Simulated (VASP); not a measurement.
These are HSE06 screened hybrid, VASP's PBE PAW potentials (set 64) (plane waves; VASP 6.6.1) values and carry that method's errors.

The input files of a VASP run:

### KPOINTS
```
Automatic mesh
0
Gamma
6 6 6
0 0 0
```

**INCAR**
```
SYSTEM = Si
PREC = Accurate; ENCUT = 520; LREAL = .False.
LASPH = .True.; ISYM = 3
EDIFF = 1E-6; NELM = 60; ALGO = Normal
ISMEAR = 0; SIGMA = 0.05
GGA = PE; LHFCALC = .True.; AEXX = 0.25
HFSCREEN = 0.2; PRECFOCK = Fast
ISIF = 2
LWAVE = .False.; LCHARG = .False.
```

### POSCAR
```
Si
1
    0.0000000000     2.7066536919     2.7066536919
    2.7066536919     0.0000000000     2.7066536919
    2.7066536919     2.7066536919     0.0000000000
Si
2
Direct
  0.0000000000   0.0000000000   0.0000000000
  0.2500000000   0.2500000000   0.2500000000
```

POTCAR, in this order: Si (PBE.64 set). Program: vasp_std. Read from the step before: WAVECAR.

What VASP printed:

OSZICAR:
```
       N       E                     dE             d eps       ncg     rms          rms(c)
DAV:   1    -0.125643038953E+02   -0.12564E+02   -0.41630E-01   264   0.512E+00    0.355E+00
DAV:   2    -0.125667205481E+02   -0.24167E-02   -0.68243E-03   328   0.772E-01    0.230E+00
DAV:   3    -0.125662660215E+02    0.45453E-03   -0.24593E-04   336   0.116E-01    0.134E+00
DAV:   4    -0.125660803646E+02    0.18566E-03   -0.44133E-05   296   0.511E-02    0.771E-01
DAV:   5    -0.125660160867E+02    0.64278E-04   -0.16686E-05   304   0.311E-02    0.441E-01
DAV:   6    -0.125659937070E+02    0.22380E-04   -0.65386E-06   336   0.192E-02    0.251E-01
DAV:   7    -0.125659870307E+02    0.66763E-05   -0.20880E-06   272   0.108E-02    0.144E-01
DAV:   8    -0.125659845248E+02    0.25058E-05   -0.95477E-07   168   0.757E-03    0.818E-02
DAV:   9    -0.125659839484E+02    0.57641E-06   -0.31911E-07   160   0.448E-03
   1 F= -.12565984E+02 E0= -.12565984E+02  d E =-.133033E-11
```

OUTCAR:
```
------------------------ aborting loop because EDIFF is reached ----------------------------------------
  FORCE on cell =-STRESS in cart. coord.  units (eV):
  Direction    XX          YY          ZZ          XY          YZ          ZX
  --------------------------------------------------------------------------------------
  Total        0.2917092      0.2917092      0.2917092      0.0000000      0.0000000      0.0000000
  in kB       11.7850844     11.7850844     11.7850844      0.0000000      0.0000000      0.0000000
  external PRESSURE =      11.7850844 kB  Pullay stress =       0.0000000 kB
  volume of cell :       39.66
      direct lattice vectors                 reciprocal lattice vectors
     0.000000000  2.706653692  2.706653692    -0.184729950  0.184729950  0.184729950
     2.706653692  0.000000000  2.706653692     0.184729950 -0.184729950  0.184729950
     2.706653692  2.706653692  0.000000000     0.184729950  0.184729950 -0.184729950
 POSITION                                       TOTAL-FORCE (eV/Angst)
 -----------------------------------------------------------------------------------
      0.00000      0.00000      0.00000         0.000000      0.000000      0.000000
      1.35333      1.35333      1.35333        -0.000000     -0.000000     -0.000000
 -----------------------------------------------------------------------------------
    total drift:                               -0.000000     -0.000000     -0.000000
  FREE ENERGIE OF THE ION-ELECTRON SYSTEM (eV)
  ---------------------------------------------------
  free  energy   TOTEN  =       -12.5659839484 eV

  energy  without entropy=      -12.5659839484  energy(sigma->0) =      -12.56598395

  exchange ACFDT corr.  =         0.00000000  see jH, gK, PRB 81, 115126
```
(Selected blocks of OUTCAR.)

The compound is Si in the diamond structure. This cell is one point of a volume scan, at 0.97 of the reference volume. The cell's shape comes from a PBE relaxation.
